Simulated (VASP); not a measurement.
**TaMo2C3: single point with r2SCAN**

Crystal: TaMo2C3.

```
CELL_PARAMETERS angstrom
2.95797 0.00000 0.00000
-1.47899 2.56168 0.00000
0.00000 0.00000 8.55297
ATOMIC_POSITIONS crystal
Ta 0.00000 0.00000 0.00000
Mo 0.00000 0.00000 0.33522
Mo 0.00000 0.00000 0.66478
C 0.33333 0.66667 0.17553
C 0.33333 0.66667 0.82447
C 0.33333 0.66667 0.50000
```

The cell was built by a generator and needn't be a form met in nature.

```yaml
Program: VASP 6.6.1
Task: single point
Functional: r2SCAN
Potentials_or_basis: VASP PAW PBE potentials, release 64 (Ta_pv, Mo_sv, C)
Cutoff: 520 eV
k_mesh: 12 × 12 × 4
Occupations: gaussian, width 0.1 eV
Spin: no spin polarisation
Further_INCAR_settings: ALGO = Normal; EDIFF = 1e-06
```

```yaml
Pressure: -1.9 GPa
Largest_force: 0.037 eV/Å
Band_gap_on_the_k_mesh: none (metal or under the smearing width)
```

Forces in eV/Å, atoms in the order of the input:
```
Ta   0.000  0.000  0.000
Mo   0.000  0.000 -0.037
Mo   0.000  0.000  0.037
C    0.000  0.000 -0.027
C    0.000  0.000  0.027
C    0.000  0.000  0.000
```

Stress tensor (GPa, compression positive):
```
-1.45  0.00  0.00
 0.00 -1.45  0.00
 0.00  0.00 -2.68
```

Levels at points of the mesh, in eV from the Fermi level:
| k point | band 23 | band 24 | band 25 | band 26 | band 27 | band 28 | band 29 | band 30 |
| --- | --- | --- | --- | --- | --- | --- | --- | --- |
| (0.00, 0.00, 0.00) | -1.81 | 0.43 | 0.43 | 0.50 | 0.50 | 0.85 | 2.39 | 2.97 |
| (0.50, 0.00, 0.00) | -2.69 | -0.04 | 0.36 | 0.52 | 2.73 | 3.32 | 3.59 | 3.61 |
| (0.00, 0.00, 0.50) | -1.68 | 0.10 | 0.10 | 0.87 | 1.04 | 1.55 | 1.55 | 2.64 |
| (0.50, 0.00, 0.50) | -1.25 | -1.17 | -1.08 | 1.00 | 3.14 | 3.17 | 3.82 | 4.06 |

It took 2 min on 4 MPI ranks on Intel(R) Xeon(R) Platinum 8259CL CPU @ 2.50GHz (Skylake/Cascade Lake), with other jobs on the host, peak memory 0.27 GiB a rank.

Caveat: the PAW data sets were made with another functional, which shifts forces and pressure a little. Spin-orbit coupling is left out, which matters for the levels of Ta.
